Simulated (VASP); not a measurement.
# CaTi: structure and properties in VASP, part 2 of 2

Aim: relax CaTi, then compute properties on the relaxed cell. The cell is invented: it takes the structure of a Materials Project entry for HfMg (space group 166 there), with all of its atoms replaced by other elements, volume scaled by an estimate. It may not be a known or stable phase.

VASP 6.6.1; revPBE; plane waves and PAW (Ti_sv, Ca_sv); invented cell.

So far. Step 2 (Relaxing cell and atoms (revPBE)): It ends with forces that vanish by symmetry and a pressure of -0.01 GPa. Step 3 (Second relaxation): It ends with forces that vanish by symmetry and a pressure of -0.03 GPa. The volume moved by under 0.01 %: the run met its threshold at the first step. The relaxed cell has a = 3.247, c = 17.103 Å (conventional setting).

### 4. Single point with fields (revPBE)

The relaxed cell gets a fresh self-consistent run, on a basis set for its own volume, to fix the density and to check the remaining stress.

INCAR

```
SYSTEM = CaTi
PREC = Accurate
ENCUT = 400
EDIFF = 1E-06
NELM = 100
ISMEAR = 0
SIGMA = 0.05
LREAL = .FALSE.
ALGO = Normal
GGA = RE
LORBIT = 11
LWAVE = .FALSE.
LCHARG = .TRUE.
ISIF = 2
LELF = .TRUE.
LVHAR = .TRUE.
```

POSCAR

```
CaTi
1.0
    1.6232645148      0.9371920964      5.7010878102
   -1.6232645148      0.9371920964      5.7010878102
    0.0000000000     -1.8743841927      5.7010878102
Ti Ca
1 1
Direct
    0.0000000000      0.0000000000      0.0000000000
    0.5000000000      0.5000000000      0.5000000000
```

KPOINTS

```
Automatic mesh
0
Gamma
8 8 8
0 0 0
```

Potentials, in the order of the species: Ti_sv and Ca_sv (PBE family, release 64).

Command:

```sh
mpirun -np 1 vasp_std
```

Output:

```text
[... set-up lines as in an earlier step ...]
 entering main loop
       N       E                     dE             d eps       ncg     rms          rms(c)
[... 17 cycles as in an earlier step ...]
   1 F= -.79037201E+01 E0= -.79015207E+01  d E =-.439872E-02
```

Elapsed: 2 min, on 1 MPI rank of AMD EPYC 7R43, shared host; peak memory 0.21 GiB.

Parts of OUTCAR (step 4):

```text
The static configuration has the point symmetry D_3d.

 Found     65 irreducible k-points:

   NELECT =      22.0000    total number of electrons

 E-fermi :   4.4472

[... 20 parts as in an earlier step ...]
```

Numbers from this step:

| Property | Result |
| --- | --- |
| SCF cycles | 17 |

Valence electrons inside each PAW sphere by angular momentum. Sphere charges, by row:

```
atom  s (e)  p (e)  d (e)  tot (e)
 Ti1  2.204  6.037  1.784    10.03
 Ca2    2.1  5.843  0.292    8.235
```

ELF in the ac plane of the conventional cell at fractional y = 0.000, with atoms of Ti and Ca within 0.2 Å of it. It is the smooth field of the valence electrons, not physical close to the nuclei.

Ten even steps from '_' (0.08) to '@' (0.84), each cell a mean:
```
%%##==::__..::--::____::++##
::::....::--==++==--::....::
**++==::....______....--==++
--::______..::--::..____..::
--::..____..::::..______..--
%%##**==::........::--==**##
####**==--........::--++**##
**++--..______________::==**
##**==::____________..::++**
----------------------------
----::..__::--==--..__..::--
######**--__________==##%%##
######++::____..____--**####
::........--==++==::........
++====--::::::..::::::--==++
****--..______________::==**
**++==::____________..::==**
%%##**++--::....::::==++##%%
##**++--....______..::--++**
--::______..::--::..____..::
==--..____..::::..______::--
++++==--::::......::::--==++
::::......--==++==::......::
@@@@**::____::--::__..--##@@
```
Columns run along a (3.2 Å), rows up along c (17.1 Å), edges of the conventional cell, whose origin can differ from the input's. Atoms in or near the plane, at fractional coordinates: Ti at (0.00, 0.00), Ca at (0.00, 0.50).

Valence density in the ac plane of the conventional cell at fractional y = 0.000, with atoms of Ti and Ca within 0.2 Å of it. It is the smooth field of the valence electrons, not physical close to the nuclei.

Ten steps, logarithmic in the rise over the least value, from '_' (0.08 × 1e0 e/Å³) to '@' (9.81 × 1e0 e/Å³), each cell a mean:
```
@@%%##==::..______..--++##%%
::::....______________....::
____________________________
________..::::--::....______
________....::::::..________
____________________________
____________________________
______....::::::::......____
______......::::::....______
____________________________
==--::..______________..--==
%%%%##++--..______..--**##%%
%%##**==::________..--++####
::::..________________....::
____________________________
______....::::::::......____
________....::::::....______
____________________________
____________________________
________..::::--::..________
________....::::::..________
____________________________
==--::..____________....--==
@@@@##++::..____....--**%%@@
```
Columns run along a (3.2 Å), rows up along c (17.1 Å), edges of the conventional cell, whose origin can differ from the input's. Atoms in or near the plane, at fractional coordinates: Ti at (0.00, 0.00), Ca at (0.00, 0.50).

Electrostatic potential energy in the ac plane of the conventional cell at fractional y = 0.000, with atoms of Ti and Ca within 0.2 Å of it. With pseudopotentials it is smooth inside the atoms' cores, unlike the true potential.

Ten even steps from '0' (-38 eV) to '9' (3 eV), each cell a mean:
```
00147899986300
77889999999887
99999888899999
99887766678889
99888777778899
99999999999999
99999988999999
99998776788999
99998877788999
99999999999999
66788999998776
11356888876421
22457888886532
77889999999887
99999999999999
99988776788999
99998877788999
99999999999999
99999888899999
99887766678889
99888777778899
99999999999999
55789999998865
00026899985100
```
Columns run along a (3.2 Å; values clipped at the 3rd and 97th percentile), rows up along c (17.1 Å), edges of the conventional cell, whose origin can differ from the input's. Atoms in or near the plane, at fractional coordinates: Ti at (0.00, 0.00), Ca at (0.00, 0.50).

In this run the pressure is -0.03 GPa, small enough to go on.

### 5. Bands along the symmetry lines (revPBE)

The mesh alone shows little of the dispersion and can miss band extrema, so KPOINTS_OPT adds a path through the symmetry points after the self-consistent cycle.

Edit INCAR of step 4 so:

```diff
@@ -12,5 +12,2 @@
 LWAVE = .FALSE.
-LCHARG = .TRUE.
-ISIF = 2
-LELF = .TRUE.
-LVHAR = .TRUE.
+LCHARG = .FALSE.
```

POSCAR is that of step 4.

KPOINTS is that of step 4.

KPOINTS_OPT

```
Line mode
16
Line-mode
Reciprocal
  0.00000000   0.00000000   0.00000000 GAMMA
  0.50000000   0.00000000   0.00000000 L

  0.50000000   0.00000000   0.00000000 L
  0.50000000   0.18468234  -0.18468234 B1

  0.81531766   0.50000000   0.18468234 B
  0.50000000   0.50000000   0.50000000 Z

  0.50000000   0.50000000   0.50000000 Z
  0.00000000   0.00000000   0.00000000 GAMMA

  0.00000000   0.00000000   0.00000000 GAMMA
  0.34234117   0.00000000  -0.34234117 X

  0.65765883   0.34234117   0.00000000 Q
  0.50000000   0.50000000   0.00000000 F

  0.50000000   0.50000000   0.00000000 F
  0.65765883   0.65765883   0.18468234 P1

  0.65765883   0.65765883   0.18468234 P1
  0.50000000   0.50000000   0.50000000 Z

  0.50000000   0.00000000   0.00000000 L
  0.81531766   0.34234117   0.34234117 P
```

Command:

```sh
mpirun -np 1 vasp_std
```

Output:

```text
[... set-up lines as in an earlier step ...]
 entering main loop
       N       E                     dE             d eps       ncg     rms          rms(c)
[... 17 cycles as in an earlier step ...]
   1 F= -.79037201E+01 E0= -.79015207E+01  d E =-.439872E-02
 Start KPOINTS_OPT (optional k-point list driver)
k-point batch [1-65\144]
       N       E                     dE             ncg
DAV:   1    -0.154635775053E+05   -0.42925E+05     1950
DAV:   2    -0.276802898064E+05   -0.12217E+05     2181
DAV:   3    -0.284930121549E+05   -0.81272E+03     3718
DAV:   4    -0.285128345897E+05   -0.19822E+02     2317
DAV:   5    -0.285137013781E+05   -0.86679E+00     3244
DAV:   6    -0.285137094767E+05   -0.80986E-02     2472
DAV:   7    -0.285137097348E+05   -0.25816E-03     3300
DAV:   8    -0.285137097383E+05   -0.34579E-05     2211
DAV:   9    -0.285137097385E+05   -0.17599E-06     2137
[...]
k-point batch [131-144\144]
       N       E                     dE             ncg
DAV:   1     0.302735621842E+05   -0.13629E+05      420
DAV:   2     0.277628745043E+05   -0.25107E+04      455
DAV:   3     0.275933500329E+05   -0.16952E+03      840
DAV:   4     0.275895223221E+05   -0.38277E+01      490
DAV:   5     0.275893339682E+05   -0.18835E+00      721
DAV:   6     0.275893324129E+05   -0.15553E-02      483
DAV:   7     0.275893323671E+05   -0.45810E-04      730
DAV:   8     0.275893323663E+05   -0.82277E-06      431
```

The job ended after 4.3 min (1 MPI rank; peak memory 0.23 GiB).

Parts of OUTCAR (step 5):

```text
   NELECT =      22.0000    total number of electrons

 E-fermi :   4.4472

[... 20 parts as in an earlier step ...]

[... 2 further parts left out ...]
```

Electronic bands along the path, in eV, zero at the Fermi level; # counts the bands kept:

```
          point     #1     #2     #3     #4    #5
              Γ  -4.82  -1.60   0.03   0.87  0.87
0.47 of the way  -3.62  -0.79  -0.29   0.37  1.28
              L  -1.20  -0.64  -0.45   0.28  0.37
0.47 of the way  -0.85  -0.46  -0.27   0.25  0.45
             B1  -0.39  -0.37  -0.29  -0.13  0.30
      jump to B  -0.39  -0.37  -0.29  -0.13  0.30
0.53 of the way  -2.63  -2.04   0.07   0.19  0.94
              Z  -3.78  -3.23  -0.01   0.90  0.90
0.53 of the way  -4.52  -2.18  -0.02   0.88  0.88
              Γ  -4.82  -1.60   0.03   0.87  0.87
0.53 of the way  -2.78  -0.52  -0.13   0.06  1.20
              X  -0.42  -0.28  -0.23  -0.15  0.25
      jump to Q  -0.42  -0.28  -0.23  -0.15  0.25
0.47 of the way  -1.13  -0.87  -0.28   0.16  0.84
              F  -1.53  -1.19  -0.46   0.54  1.26
0.47 of the way  -1.51  -1.18  -0.44   0.50  1.27
             P1  -1.45  -1.13  -0.38   0.35  1.22
0.53 of the way  -2.90  -2.30   0.01   0.38  0.95
              Z  -3.78  -3.23  -0.01   0.90  0.90
      jump to L  -1.20  -0.64  -0.45   0.28  0.37
0.47 of the way  -1.28  -0.88  -0.26   0.06  0.79
              P  -1.45  -1.13  -0.38   0.35  1.22
```

Of the projections kept (Ti, Ca), the largest for each band there; the rest of the weight can lie on other orbitals:

```
point       #1       #2       #3       #4       #5
    Γ  Ti 0.66  Ti 0.71  Ti 0.55  Ti 0.99  Ti 0.99
    L  Ti 0.96  Ca 0.77  Ti 0.96  Ca 0.87  Ti 0.95
   B1  Ti 0.91  Ti 0.80  Ti 0.87  Ti 0.73  Ti 0.96
    B  Ti 0.91  Ti 0.80  Ti 0.87  Ti 0.73  Ti 0.96
    Z  Ti 0.88  Ca 0.82  Ti 0.97  Ti 1.00  Ti 1.00
    Γ  Ti 0.66  Ti 0.71  Ti 0.55  Ti 0.99  Ti 0.99
```

The electronic bands as a text plot (rows in eV; labels by their first letter):

```
    1.3 |   *                           ***        ***
    1.0 | ** **           *******     **   *      *   ********  *
    0.8 |***   *         *     *********    *    *          ** *
    0.5 |   *  ***  *   *    **         *    *  *  ***    **  *
    0.2 |    ** ********    *            *  ****  *   ****    * *
    0.0 |**          *******************  ***** **       ***** *
   -0.3 |  *****   ** *****             *      ****   ***      **
   -0.5 |     ********  *                ********  ***        *
   -0.8 |    *      *   **              *     * **            **
   -1.1 |   *     **     *                   *   *** **         *
   -1.3 | **     *        *            *    *     * *  *      ***
   -1.6 |*      *         **         **            **** *
   -1.8 |                           *                  *
   -2.1 |      *           **      *                    **
   -2.3 |                                  *              *
   -2.6 |                   **    *                      * *
   -2.9 |     *               *           *               *
   -3.1 |                    * ***                          **
   -3.4 |    *                *                            *
   -3.6 |                      **        *                  **
   -3.9 |   *                    *      *
   -4.2 |                         *
   -4.4 |  *                           *
   -4.7 |**                        ****
         Γ       L    B|B       Z    Γ        X|Q   FP       Z|LP
```

There is no gap at this level.

Of the bands kept, 2 cross the Fermi level on this path.

### 6. Total and projected DOS (revPBE)

Here the states are counted by energy and projected on the atoms. The mesh is finer than in the run before.

Edit INCAR of step 5 so:

```diff
@@ -5,3 +5,3 @@
 NELM = 100
-ISMEAR = 0
+ISMEAR = -5
 SIGMA = 0.05
@@ -13 +13,2 @@
 LCHARG = .FALSE.
+NEDOS = 2001
```

POSCAR is that of step 5.

KPOINTS

```
Automatic mesh
0
Gamma
12 12 12
0 0 0
```

Command:

```sh
mpirun -np 1 vasp_std
```

Output:

```text
[... set-up lines as in an earlier step ...]
 entering main loop
       N       E                     dE             d eps       ncg     rms          rms(c)
DAV:   1     0.182719865350E+03    0.18272E+03   -0.10234E+04  5670   0.128E+03
DAV:   2     0.187018469410E+01   -0.18085E+03   -0.17984E+03  6020   0.393E+02
DAV:   3    -0.107231887505E+02   -0.12593E+02   -0.12508E+02 11195   0.902E+01
DAV:   4    -0.110334841255E+02   -0.31030E+00   -0.30975E+00  6910   0.131E+01
DAV:   5    -0.110484383018E+02   -0.14954E-01   -0.14942E-01  9613   0.215E+00    0.102E+01
DAV:   6    -0.131867748217E+02   -0.21383E+01   -0.14175E+02  7091   0.454E+01    0.136E+01
DAV:   7    -0.827868133713E+01    0.49081E+01   -0.28067E+01  7721   0.278E+01    0.332E+00
DAV:   8    -0.817910043972E+01    0.99581E-01   -0.40237E-01  7414   0.365E+00    0.279E+00
DAV:   9    -0.790465206653E+01    0.27445E+00   -0.11527E+00  7581   0.493E+00    0.111E+00
DAV:  10    -0.791869687776E+01   -0.14045E-01   -0.51240E-01  9530   0.349E+00    0.694E-01
DAV:  11    -0.790036121926E+01    0.18336E-01   -0.10430E-01  7357   0.161E+00    0.329E-01
DAV:  12    -0.790067969721E+01   -0.31848E-03   -0.36508E-02  8048   0.145E+00    0.201E-01
DAV:  13    -0.789936754974E+01    0.13121E-02   -0.61630E-03  6986   0.651E-01    0.381E-02
DAV:  14    -0.789932165243E+01    0.45897E-04   -0.54244E-04  9119   0.168E-01    0.138E-02
DAV:  15    -0.789934453186E+01   -0.22879E-04   -0.29926E-05  7551   0.383E-02    0.310E-03
DAV:  16    -0.789933928017E+01    0.52517E-05   -0.15693E-06  5005   0.893E-03    0.150E-03
DAV:  17    -0.789933889844E+01    0.38174E-06   -0.52462E-07  3801   0.453E-03
   1 F= -.78993389E+01 E0= -.78993389E+01  d E =0.000000E+00
 -----------------------------------------------------------------------------
|                                                                             |
|           W    W    AA    RRRRR   N    N  II  N    N   GGGG   !!!           |
|           W    W   A  A   R    R  NN   N  II  NN   N  G    G  !!!           |
|           W    W  A    A  R    R  N N  N  II  N N  N  G       !!!           |
|           W WW W  AAAAAA  RRRRR   N  N N  II  N  N N  G  GGG   !            |
|           WW  WW  A    A  R   R   N   NN  II  N   NN  G    G                |
|           W    W  A    A  R    R  N    N  II  N    N   GGGG   !!!           |
|                                                                             |
|     Tetrahedron method does not include variations of the Fermi             |
|     occupations, so forces and stress will be inaccurate. We suggest        |
|     using a different smearing scheme ISMEAR = 1 or 2 for metals in         |
|     relaxations.                                                            |
|                                                                             |
 -----------------------------------------------------------------------------
```

Elapsed: 5.6 min, on 1 MPI rank; peak memory 0.28 GiB.

OUTCAR, selected parts (step 6):

```text
   k-points           NKPTS =    189   k-points in BZ     NKDIM =    189   number of bands    NBANDS=     15

   NELECT =      22.0000    total number of electrons

 E-fermi :   4.4679

 k-point     1 :       0.0000    0.0000    0.0000
  band No.  band energies     occupation
    ...
      7     -17.2657      2.00000
      8     -17.2657      2.00000
      9      -0.3715      2.00000
     10       2.8470      2.00000
     11       4.4762      1.92481
     12       5.3089      0.00000
     13       5.3089      0.00000
     14       5.7607      0.00000
     15       6.1095      0.00000

  Total       -0.0533714     -0.0533714      0.1480243     -0.0000000      0.0000000      0.0000000
  in kB       -1.6432076     -1.6432072      4.5573954     -0.0000000      0.0000000      0.0000000
  external PRESSURE =       0.4236602 kB  Pullay stress =       0.0000000 kB

 POSITION                                       TOTAL-FORCE (eV/Angst)
 -----------------------------------------------------------------------------------
      0.00000      0.00000      0.00000         0.000000      0.000000      0.000000
      0.00000      0.00000      8.55163         0.000000     -0.000000      0.000000
 -----------------------------------------------------------------------------------
    total drift:                               -0.000000      0.000000     -0.000000

  FREE ENERGIE OF THE ION-ELECTRON SYSTEM (eV)
  ---------------------------------------------------
  free  energy   TOTEN  =        -7.8993388984 eV

  energy  without entropy=       -7.8993388984  energy(sigma->0) =       -7.89933890

[... 6 parts as in an earlier step ...]

[... 10 further parts left out ...]
```

The DOS at the Fermi level is high for the number of transition-metal atoms. It is one value on this mesh and may be a narrow spike; if it stands, a magnetic instability is possible, which a run without spin can't show. With tetrahedra the forces and stress of a metal are not exact derivatives of the energy.

Numbers from this step:

* irreducible k-points: 189
* free energy (TOTEN): -7.899 eV
* Fermi energy: 4.468 eV
* pressure: 0.04237 GPa
* DOS at the Fermi level: 4.915 states/eV/cell

The density of states has structure finer than the step of the table below, so its rows give means over 0.5 eV, whole bins alone (the curve runs from -12.0 to 1.45 eV). Peaks (eV: height): total -0.58: 3.22, -0.29: 7.23, 0.01: 5.10, 0.27: 5.8, 1.35: 6.66; Ti d -0.58: 1.18, -0.29: 3.45, 0.01: 2.77, 0.30: 2.95, 1.35: 3.79; Ca d -0.58: 0.213, -0.29: 0.477, 0.27: 0.332, 1.35: 0.823.

States under -12.0 eV and over 1.5 eV are left out. Table of density of states by energy, zero at the Fermi level; means over each step; values in states/eV/cell:

```
energy (eV)    total     Ti d     Ca d
       -5.5        0        0        0
       -5.0  0.00345        0        0
       -4.5    0.150   1.5e-4   1.2e-5
       -4.0    0.286  0.00124   5.4e-4
       -3.5    0.380  0.00362  0.00194
       -3.0    0.472  0.00886  0.00519
       -2.5    0.634   0.0263   0.0118
       -2.0    0.896   0.0821   0.0264
       -1.5     1.58    0.310   0.0693
       -1.0     2.10    0.622    0.128
       -0.5     3.19     1.36    0.220
        0.0     4.42     2.15    0.266
        0.5     2.88     1.55    0.180
        1.0     4.18     2.15    0.533
```

The finer mesh and the other smearing move the Fermi level by +0.02 eV from the 8×8×8 run, a small shift, which tests the Fermi level alone. Of the states within 0.3 eV of the Fermi level, the largest shares in the PAW spheres are Ti d 48 % and Ca d 6 %. The rest lies in smaller channels or between the spheres.

### 7. Elastic tensor by finite strains (revPBE)

IBRION = 6 with ISIF = 3 strains the cell both ways at fixed fractional positions, and adds the ions' share afterwards from the force constants. Stress converges slowly with the basis, so the cutoff is raised.

INCAR

```
SYSTEM = CaTi
PREC = Accurate
ENCUT = 500
EDIFF = 1E-07
NELM = 100
ISMEAR = 0
SIGMA = 0.05
LREAL = .FALSE.
ALGO = Normal
GGA = RE
LORBIT = 11
LWAVE = .FALSE.
LCHARG = .FALSE.
IBRION = 6
NFREE = 2
POTIM = 0.015
ISIF = 3
NSW = 1
```

POSCAR is that of step 6.

KPOINTS

```
Automatic mesh
0
Gamma
8 8 8
0 0 0
```

Command:

```sh
mpirun -np 1 vasp_std
```

Output:

```text
[... set-up lines as in an earlier step ...]
 entering main loop
       N       E                     dE             d eps       ncg     rms          rms(c)
DAV:   1     0.201778104917E+03    0.20178E+03   -0.11449E+04  1950   0.148E+03
DAV:   2     0.360246314106E+01   -0.19818E+03   -0.19694E+03  2027   0.427E+02
DAV:   3    -0.106324376768E+02   -0.14235E+02   -0.14116E+02  3864   0.979E+01
DAV:   4    -0.110257930927E+02   -0.39336E+00   -0.39192E+00  2357   0.153E+01
[...]
DAV:  17    -0.790805832286E+01   -0.25149E-06   -0.18831E-07  2053   0.333E-03    0.156E-03
DAV:  18    -0.790805851321E+01   -0.19035E-06   -0.13161E-07  1591   0.270E-03    0.314E-04
DAV:  19    -0.790805850519E+01    0.80277E-08   -0.19764E-08  1325   0.120E-03
   1 F= -.79080585E+01 E0= -.79058588E+01  d E =-.439941E-02
[... from here on, the cycles between the ionic steps are left out ...]
   2 F= -.79061939E+01 E0= -.79037724E+01  d E =-.484308E-02
   3 F= -.79044342E+01 E0= -.79023360E+01  d E =-.419642E-02
   4 F= -.79061875E+01 E0= -.79037701E+01  d E =-.483474E-02
[...]
hard stop encountered!  aborting job ...
[...]
|     The electronic self-consistency was not achieved in the given           |
[...]
soft stop encountered!  aborting job ...
   5 F= -.79241171E+01 E0= -.79220981E+01  d E =-.403798E-02
 deleting file STOPCAR
```

It took 21 min on 1 MPI rank; peak memory 0.43 GiB.

The run was stopped at its time limit, by a STOPCAR file.

More ranks or a longer limit would be the way on.

### 8. Results

```
relaxed volume                            : 26.02 Å³/atom
relaxed conventional cell a, b, c         : 3.247, 3.247, 17.103 Å; angles 90.0, 90.0, 120.0°
space group after relaxing, within 0.02 Å : R-3m (No. 166)
band gap                                  : none, a metal
DOS at the Fermi level                    : 4.92 states/eV/cell
```

What this shows: With revPBE, CaTi relaxes to 26.02 Å³/atom in space group R-3m (held by the symmetry of the run) and comes out as a metal. Not obtained: elastic tensor by finite strains (revPBE), because the run hit its time limit. Bands along the symmetry lines (revPBE): Of the bands kept, 2 cross the Fermi level on this path. The k-sampling is coarse for a metal, so the Fermi level, pressures and the shape of the cell carry errors. No search among competing phases was made. All values are for a static lattice at zero temperature.

[Lines on the potential files, build, host, timing and source positions are cut from VASP's logs without a mark.]

[Logs are printed without paths, hosts, clocks, repeated set-up lines and the standing remarks that a program may print on its own settings, such as how far it seeks lower states.]

[Hosts, paths, dates, database ids (printed as entryN), source tags and the programs' standing remarks are cut or masked in the printed files.]

[A measured line is paired with the nearest computed mode of its activity, which favours agreement.]
